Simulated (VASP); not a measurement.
OSZICAR of a VASP run on Hg₄Pt (space group Cm):

File OSZICAR:
```
       N       E                     dE             d eps       ncg     rms          rms(c)
DAV:   1     0.455933860534E+03    0.45593E+03   -0.28232E+04  4632   0.153E+03
DAV:   2     0.850846095251E+01   -0.44743E+03   -0.43533E+03  4820   0.404E+02
DAV:   3    -0.103471108150E+02   -0.18856E+02   -0.18676E+02  5222   0.851E+01
DAV:   4    -0.105182609923E+02   -0.17115E+00   -0.17084E+00  4946   0.693E+00
DAV:   5    -0.105198077584E+02   -0.15468E-02   -0.15465E-02  5026   0.667E-01    0.136E+01
DAV:   6    -0.993842444907E+01    0.58138E+00   -0.11550E+00  4838   0.937E+00    0.899E+00
DAV:   7    -0.981789520545E+01    0.12053E+00   -0.42284E-01  5016   0.418E+00    0.280E+00
DAV:   8    -0.981345909630E+01    0.44361E-02   -0.48089E-02  5180   0.183E+00    0.287E-01
DAV:   9    -0.981312585393E+01    0.33324E-03   -0.31185E-03  5072   0.325E-01    0.206E-01
DAV:  10    -0.981311114178E+01    0.14712E-04   -0.41896E-04  4830   0.157E-01    0.954E-02
DAV:  11    -0.981311519831E+01   -0.40565E-05   -0.10197E-04  4830   0.861E-02    0.138E-02
DAV:  12    -0.981311503648E+01    0.16183E-06   -0.29865E-06  4954   0.108E-02    0.375E-03
DAV:  13    -0.981311564413E+01   -0.60765E-06   -0.43772E-07  4170   0.423E-03    0.107E-03
DAV:  14    -0.981311559244E+01    0.51698E-07   -0.23381E-08  2566   0.115E-03
   1 F= -.98131156E+01 E0= -.98122898E+01  d E =-.247741E-02
```

Which electronic solver shows in the log?

It is blocked Davidson (ALGO = Normal, or the opening steps of other solvers). The INCAR had ALGO = Normal.

Can the final energy be trusted as converged?

The run converged. It stopped with EDIFF = 1E-7, NELM = 100 (PBEsol GGA, plane waves, VASP's PBE PAW potentials (set 64)).

The structure comes from a computed database's Hg4Pt entry (Im-3m); how it stands against other phases isn't given here. This cell was strained or had an atom moved on purpose.
